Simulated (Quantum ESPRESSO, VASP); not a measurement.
Input for VASP

### INCAR
```
SYSTEM = Zn7Tc
PREC = Accurate; ENCUT = 300; LREAL = .False.
LASPH = .True.
EDIFF = 1E-6; NELM = 100; ALGO = Normal
LMAXMIX = 4
ISMEAR = -1; SIGMA = 0.1
ISIF = 2
LWAVE = .False.; LCHARG = .False.
```

POSCAR:
```
Zn7Tc
1
    0.0000000000     3.8229100000     3.8229100000
    3.8229100000     0.0000000000     3.8229100000
    3.8229100000     3.8229100000     0.0000000000
Zn Tc
7 1
Direct
  0.5000000000   0.0000000000   0.0000000000
  0.5000000000   0.0000000000   0.5000000000
  0.0000000000   0.5000000000   0.5000000000
  0.0000000000   0.5000000000   0.0000000000
  0.5000000000   0.5000000000   0.0000000000
  0.0000000000   0.0000000000   0.5000000000
  0.5000000000   0.5000000000   0.5000000000
  0.0000000000   0.0000000000   0.0000000000
```

**KPOINTS**
```
kpoints
0
Gamma
  6 6 6
0 0 0
```

POTCAR, in this order: Zn Tc_pv (LDA.64 set). Program: vasp_std.

### Question
Translate it to Quantum ESPRESSO.

### Answer
One input that does it (LDA (PW92), PseudoDojo standard norm-conserving (LDA) pseudopotentials):
```
&control
 calculation = 'scf'
 prefix = 'zn7tc'
 outdir = './work'
 pseudo_dir = './'
 tprnfor = .true.
 tstress = .true.
/
&system
 ibrav = 2
 celldm(1) = 14.44850580
 nat = 8
 ntyp = 2
 ecutwfc = 90
 occupations = 'smearing'
 smearing = 'fd'
 degauss = 0.0073499
/
&electrons
 conv_thr = 1e-10
 mixing_beta = 0.7
/
ATOMIC_SPECIES
Zn    65.3800  Zn.upf
Tc    97.9072  Tc.upf
ATOMIC_POSITIONS crystal
Zn    0.50000000    0.00000000    0.00000000
Zn    0.50000000    0.00000000    0.50000000
Zn    0.00000000    0.50000000    0.50000000
Zn    0.00000000    0.50000000    0.00000000
Zn    0.50000000    0.50000000    0.00000000
Zn    0.00000000    0.00000000    0.50000000
Zn    0.50000000    0.50000000    0.50000000
Tc    0.00000000    0.00000000    0.00000000
K_POINTS automatic
6 6 6  0 0 0
```
Both inputs were run and reached self-consistency, which says nothing on mesh or cut-off. Potentials, basis and cut-offs are each code's own, so they don't translate, and total energies aren't comparable.

VASP's LDA is the Perdew-Zunger fit; the other code's may be Perdew-Wang, which differs slightly.

The structure comes from a computed database's Zn7Tc entry (Fm-3m); how it stands against other phases isn't given here. The cell was not relaxed at this level, and it may have been scaled.
